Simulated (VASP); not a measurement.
Consider the following.

```xyz
2
Lattice="0.0000 2.7613 2.7613 2.7613 0.0000 2.7613 2.7613 2.7613 0.0000" Properties=species:S:1:pos:R:3 pbc="T T T"
Si     0.0000     0.0000     0.0000
Si     1.3807     1.3807     1.3807
```

The numbers are results of PBE GGA, VASP's PBE PAW potentials (set 64) (plane waves; VASP), not measurements. Settings: 520 eV cut-off, 8×8×8 Γ-centred mesh, Gaussian smearing of 0.050 eV, potentials Si.

Give the stress tensor in GPa (positive for a compressed cell).

```
-2.46   0.00   0.00
 0.00  -2.46   0.00
 0.00   0.00  -2.46
```
The pressure is its mean diagonal, -2.46 GPa.

The compound is Si in the diamond structure. This cell is one point of a volume scan, at 1.03 of the reference volume.
